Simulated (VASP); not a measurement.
Given:

```
CELL_PARAMETERS angstrom
      4.23947     0.00000     0.00000
     -2.11973     3.67149     0.00000
      0.00000     0.00000     6.98533
ATOMIC_POSITIONS crystal
  Cu 0.33333 0.66667 0.00105
  Cu 0.66667 0.33333 0.50105
  I  0.33333 0.66667 0.37395
  I  0.66667 0.33333 0.87395
```

Calculation: r2SCAN meta-GGA, VASP's PBE PAW potentials (set 64) (plane waves; VASP). Numerical set-up: 400 eV cut-off, 7×7×4 Γ-centred mesh, tetrahedra with Blöchl corrections, potentials Cu I.

Unless said otherwise, spin-orbit coupling is left out, though it shifts the bands of the heavy elements here.

Q: Tabulate the total density of states (states/eV per cell) against energy (eV; zero at the valence-band maximum or, without a gap, the Fermi level).

A: 
```
E (eV) | DOS (states/eV)
    -9.93 |  0.00
    -9.71 |  0.00
    -9.60 |  0.00
    -9.37 |  0.00
    -9.15 |  0.00
    -8.93 |  0.00
    -8.82 |  0.00
    -8.59 |  0.00
    -8.37 |  0.00
    -8.26 |  0.00
    -8.04 |  0.00
    -7.81 |  0.00
    -7.59 |  0.00
    -7.48 |  0.00
    -7.26 |  0.00
    -7.03 |  0.00
    -6.81 |  0.00
    -6.70 |  0.00
    -6.48 |  0.00
    -6.25 |  0.00
    -6.14 |  0.00
    -5.92 |  0.28
    -5.70 | ##### 6.07
    -5.48 | #### 5.26
    -5.36 | ### 3.82
    -5.14 | # 1.52
    -4.92 | # 0.94
    -4.81 | ## 2.16
    -4.58 | ### 4.40
    -4.36 | #### 4.86
    -4.14 | ####### 8.93
    -4.03 | ########## 12.9
    -3.81 | # 0.72
    -3.58 |  0.00
    -3.36 |  0.00
    -3.25 |  0.00
    -3.03 |  0.00
    -2.80 |  0.00
    -2.69 |  0.00
    -2.47 |  0.00
    -2.25 |  0.00
    -2.02 | ####################### 30.0
    -1.91 | ############################## 38.3
    -1.69 | ######### 11.1
    -1.47 | ######### 11.7
    -1.36 | ###### 7.38
    -1.13 | ####### 9.43
    -0.91 | ###### 7.53
    -0.69 | ### 4.21
    -0.58 | ### 3.20
    -0.35 | # 1.56
    -0.13 |  0.53
     0.09 |  0.00
     0.20 |  0.00
     0.43 |  0.00
     0.65 |  0.00
     0.76 |  0.00
     0.98 |  0.00
     1.21 |  0.00
     1.43 |  0.00
     1.54 |  0.00
     1.76 |  0.00
     1.98 |  0.01
     2.10 |  0.02
     2.32 |  0.06
     2.54 |  0.14
     2.76 |  0.44
     2.88 | # 1.16
     3.10 | ## 2.92
     3.32 | ### 4.44
     3.54 | #### 4.58
     3.66 | ### 3.96
     3.88 | ## 2.57
     4.10 |  0.39
     4.21 |  0.38
     4.43 | # 1.56
     4.66 | #### 5.28
     4.88 | ## 2.68
     4.99 | ## 2.58
     5.21 | ## 2.81
```
Within 2 eV below the valence-band maximum the largest weight inside VASP's projection spheres is Cu d.

The structure was generated: CuI was put into the wurtzite type (P6_3mc), which need not be its known phase. It was relaxed first, which changed the volume by -11 %.
